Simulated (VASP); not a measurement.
All values below come from PBE GGA with D3 dispersion (zero damping), VASP's PBE PAW potentials (set 64) (plane waves; VASP).

VASP input:

### INCAR
```
ALGO=Normal
EDIFF=1E-7
ENCUT=520
GGA=PE
ICHARG=11
ISMEAR=0
IVDW=11
LASPH=.True.
LCHARG=.False.
LMAXMIX=6
LORBIT=11
LREAL=.False.
LWAVE=.False.
NELM=100
PREC=Accurate
SIGMA=0.05
SYSTEM=KTaO3
```

File POSCAR:
```
KTaO3
1
    4.0159958239     0.0000000000     0.0000000000
    0.0000000000     4.0159958239     0.0000000000
    0.0000000000     0.0000000000     4.0159958239
K Ta O
1 1 3
Direct
  0.0000000000   0.0000000000   0.0000000000
  0.5000000000   0.5000000000   0.5000000000
  0.5000000000   0.0000000000   0.5000000000
  0.0000000000   0.5000000000   0.5000000000
  0.5000000000   0.5000000000   0.0000000000
```

KPOINTS:
```
k-points along high-symmetry lines
15
Line-mode
Reciprocal
  0.000000   0.000000   0.000000 ! GAMMA
  0.000000   0.500000   0.000000 ! X

  0.000000   0.500000   0.000000 ! X
  0.500000   0.500000   0.000000 ! M

  0.500000   0.500000   0.000000 ! M
  0.000000   0.000000   0.000000 ! GAMMA

  0.000000   0.000000   0.000000 ! GAMMA
  0.500000   0.500000   0.500000 ! R

  0.500000   0.500000   0.500000 ! R
  0.000000   0.500000   0.000000 ! X

  0.500000   0.500000   0.500000 ! R
  0.500000   0.500000   0.000000 ! M
```

POTCAR, in this order: K_sv Ta_pv O (PBE.64 set). Program: vasp_std. Read from the step before: CHGCAR.

What VASP printed:

### OSZICAR
```
       N       E                     dE             d eps       ncg     rms          rms(c)
DAV:   1     0.328027529357E+03    0.32803E+03   -0.21753E+04  4148   0.169E+03
DAV:   2    -0.199256691262E+02   -0.34795E+03   -0.34230E+03  4890   0.448E+02
DAV:   3    -0.393333338123E+02   -0.19408E+02   -0.19230E+02  5260   0.983E+01
DAV:   4    -0.398824296625E+02   -0.54910E+00   -0.54876E+00  7243   0.149E+01
DAV:   5    -0.398863504618E+02   -0.39208E-02   -0.39204E-02  5364   0.111E+00
DAV:   6    -0.398864706644E+02   -0.12020E-03   -0.12020E-03  6297   0.128E-01
DAV:   7    -0.398864720972E+02   -0.14328E-05   -0.14328E-05  5463   0.167E-02
DAV:   8    -0.398864721243E+02   -0.27041E-07   -0.27032E-07  5114   0.210E-03
   1 F= -.40819303E+02 E0= -.40819303E+02  d E =-.622014E-22
```

**OUTCAR**
```
 val. band max:        1.6614987079   @ k =   0.5000   0.5000   0.5000

 cond. band min:       3.7903624284   @ k =   0.0000   0.0000   0.0000



 k-point     1 :       0.0000    0.0000    0.0000
  band No.  band energies     occupation
      1     -32.5572      2.00000
      2     -32.5572      2.00000
      3     -32.5572      2.00000
      4     -25.6795      2.00000
      5     -15.8147      2.00000
      6     -15.1151      2.00000
      7     -15.1151      2.00000
      8      -9.2237      2.00000
      9      -9.2237      2.00000
     10      -9.2237      2.00000
     11      -0.7699      2.00000
     12      -0.7699      2.00000
     13      -0.7699      2.00000
     14       0.6342      2.00000
     15       0.6342      2.00000
     16       0.6342      2.00000
     17       1.0323      2.00000
     18       1.0323      2.00000
     19       1.0323      2.00000
     20       3.7904      0.00000
     21       3.7904      0.00000
     22       3.7904      0.00000
     23       8.1808      0.00000

 k-point     2 :       0.0000    0.0357    0.0000
  band No.  band energies     occupation
      1     -32.5582      2.00000
      2     -32.5571      2.00000
      3     -32.5571      2.00000
      4     -25.6792      2.00000
      5     -15.8105      2.00000
      6     -15.1148      2.00000
      7     -15.1093      2.00000
      8      -9.2233      2.00000
      9      -9.2233      2.00000
     10      -9.2221      2.00000
     11      -0.7993      2.00000
     12      -0.7711      2.00000
     13      -0.7711      2.00000
     14       0.6146      2.00000
     15       0.6146      2.00000
     16       0.6283      2.00000
     17       0.9885      2.00000
     18       1.0216      2.00000
     19       1.0216      2.00000
     20       3.7922      0.00000
     21       3.8336      0.00000
     22       3.8336      0.00000
     23       8.1680      0.00000

 k-point     3 :       0.0000    0.0714    0.0000
  band No.  band energies     occupation
...
```

The density is held fixed in this step, so its total energy and stress have no physical meaning. Unless said otherwise, spin-orbit coupling is left out, though it shifts the bands of the heavy elements here.

The compound is KTaO3 in the cubic perovskite structure. It was relaxed first.
